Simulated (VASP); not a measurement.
A convergence study with VASP on MgI₂ (1T layered): one setting is varied, all else stays as given below, so the limit is that of these other settings.

```xyz
3
Lattice="2.0750 -3.5940 0.0000 2.0750 3.5940 0.0000 0.0000 0.0000 6.8600" Properties=species:S:1:pos:R:3 pbc="T T T"
Mg     0.0000     0.0000     0.0000
I      2.0750     1.1980     1.6601
I      2.0750    -1.1980     5.1999
```

Calculation: PBE GGA, VASP's PBE PAW potentials (set 64) (plane waves; VASP 6.6.1). The tightest run used: 550 eV cut-off, 15×15×9 Γ-centred mesh, Gaussian smearing of 0.050 eV, potentials Mg I.

Problem. The settings run are 1×1×1 mesh; 2×2×1 mesh; 3×3×2 mesh; 4×4×2 mesh; 6×6×3 mesh; 7×7×4 mesh; 8×8×5 mesh; 9×9×5 mesh; 10×10×6 mesh; 11×11×6 mesh; 12×12×7 mesh; 13×13×7 mesh; 14×14×8 mesh; 15×15×9 mesh. From which on does the stress (every component) stay within 0.5 GPa of the tightest run?

Solution. From 4×4×2 mesh on: it is off by 0.22 there and by no more than 0.5 in any finer run, while 3×3×2 mesh is off by 0.98.
```tsv
setting	E (eV/atom)	pressure (GPa)	largest force (eV/Å)	irreducible k-points	difference judged (GPa)
1×1×1 mesh	0.5481	23.49	0.117	1	29.38
2×2×1 mesh	-2.2885	3.58	0.030	2	4.45
3×3×2 mesh	-2.5197	1.89	0.024	6	0.98
4×4×2 mesh	-2.5568	1.44	0.045	8	0.22
6×6×3 mesh	-2.5644	1.32	0.050	17	0.01
7×7×4 mesh	-2.5648	1.31	0.051	28	0.00
8×8×5 mesh	-2.5649	1.31	0.052	40	0.00
9×9×5 mesh	-2.5649	1.31	0.052	50	0.00
10×10×6 mesh	-2.5649	1.31	0.052	72	0.00
11×11×6 mesh	-2.5649	1.31	0.052	84	0.00
12×12×7 mesh	-2.5649	1.31	0.052	112	0.00
13×13×7 mesh	-2.5649	1.31	0.052	126	0.00
14×14×8 mesh	-2.5649	1.31	0.052	168	0.00
15×15×9 mesh	-2.5649	1.31	0.052	211	0.00
```

Left out are rungs that failed or repeat a setting and relaxations that didn't move; long series are thinned to 24 rows.

The compound is MgI2 in the 1T layered structure. The cell was not relaxed at this level, forces remain on its atoms.
